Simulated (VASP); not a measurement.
A convergence study with VASP on MoSe2 (2H layered): one setting is varied, all else stays as given below, so the limit is that of these other settings.

```
MoSe2
1.0
    1.64500    -2.84922     0.00000
    1.64500     2.84922     0.00000
    0.00000     0.00000    12.93000
Mo Se
2 4
Direct
  0.33333   0.66667   0.25000
  0.66667   0.33333   0.75000
  0.33333   0.66667   0.87900
  0.66667   0.33333   0.37900
  0.66667   0.33333   0.12100
  0.33333   0.66667   0.62100
```

Computed with PBE GGA, VASP's PBE PAW potentials (set 64) (plane waves; VASP). The tightest run used: 550 eV cut-off, 17×17×4 Γ-centred mesh, tetrahedra with Blöchl corrections, potentials Mo_sv Se.

Task: The settings run are 4×4×1 mesh; 5×5×1 mesh; 6×6×1 mesh; 7×7×2 mesh; 8×8×2 mesh; 9×9×2 mesh; 10×10×2 mesh; 11×11×2 mesh; 12×12×3 mesh; 13×13×3 mesh; 14×14×3 mesh; 15×15×3 mesh; 16×16×4 mesh; 17×17×4 mesh. From which on does the energy per atom stay within 0.01 eV/atom of the tightest run?

Result: From 5×5×1 mesh on: it is off by 0.0066 there and by no more than 0.01 in any finer run, while 4×4×1 mesh is off by 0.0122.
```csv
setting,E (eV/atom),pressure (GPa),irreducible k-points,difference judged (eV/atom)
4×4×1 mesh,-6.6568,3.19,4,0.0122
5×5×1 mesh,-6.6380,3.52,5,0.0066
6×6×1 mesh,-6.6378,3.51,7,0.0069
7×7×2 mesh,-6.6447,3.35,16,0.0000
8×8×2 mesh,-6.6445,3.35,20,0.0001
9×9×2 mesh,-6.6446,3.35,24,0.0001
10×10×2 mesh,-6.6446,3.35,28,0.0000
11×11×2 mesh,-6.6446,3.35,32,0.0001
12×12×3 mesh,-6.6446,3.35,38,0.0000
13×13×3 mesh,-6.6446,3.35,42,0.0000
14×14×3 mesh,-6.6446,3.35,48,0.0000
15×15×3 mesh,-6.6446,3.35,54,0.0000
16×16×4 mesh,-6.6446,3.35,90,0.0000
17×17×4 mesh,-6.6446,3.35,99,0.0000
```

Left out are rungs that failed or repeat a setting and relaxations that didn't move; long series are thinned to 24 rows.

The compound is MoSe2 in the 2H layered structure. The cell was not relaxed at this level.
